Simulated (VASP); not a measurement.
Calculation: PBE GGA, VASP's PBE PAW potentials (set 64) (plane waves; VASP).

The input files of a VASP run:

INCAR:
```
# general
SYSTEM = C
PREC   = Accurate
ENCUT  = 400
LREAL  = .FALSE.   # projection in real space or not
LASPH  = .TRUE.   # aspherical one-centre terms

# electronic loop
EDIFF  = 1E-6   # SCF stop (eV)
NELM   = 100   # most electronic steps
ALGO   = Normal

# smearing
ISMEAR = 0   # Gaussian
SIGMA  = 0.01   # width (eV)

# functional
GGA    = PE

# ions
ISIF   = 2

# output
LWAVE  = .FALSE.
LCHARG = .FALSE.
```

KPOINTS_OPT:
```
k-points along high-symmetry lines
10
Line-mode
Reciprocal
  0.000000   0.000000   0.000000 ! GAMMA
  0.500000   0.000000   0.500000 ! X

  0.500000   0.000000   0.500000 ! X
  0.625000   0.250000   0.625000 ! U

  0.375000   0.375000   0.750000 ! K
  0.000000   0.000000   0.000000 ! GAMMA

  0.000000   0.000000   0.000000 ! GAMMA
  0.500000   0.500000   0.500000 ! L

  0.500000   0.500000   0.500000 ! L
  0.500000   0.250000   0.750000 ! W

  0.500000   0.250000   0.750000 ! W
  0.500000   0.000000   0.500000 ! X
```

**KPOINTS**
```
Automatic mesh
0
Gamma
13 13 13
0 0 0
```

### POSCAR
```
C
1.0
  0.0000000000   1.7942620000   1.7942620000
  1.7942620000   0.0000000000   1.7942620000
  1.7942620000   1.7942620000   0.0000000000
C
2
direct
  0.5000000000   0.5000000000   0.5000000000
  0.7500000000   0.7500000000   0.7500000000
```

POTCAR, in this order: C (PBE.64 set). Program: vasp_std.

Question: What will the output report for the number of irreducible k-points (NKPTS), largest plane-wave count, number of space-group operations, FFT grid (NGX, NGY, NGZ)?

Answer: 
* **number of irreducible k-points (NKPTS)**: 84
* **largest plane-wave count**: 218
* **number of space-group operations**: 48
* **FFT grid (NGX, NGY, NGZ)**: 18 × 18 × 18

The structure comes from a computed database's C entry; how it stands against other phases isn't given here. The cell was not relaxed at this level.
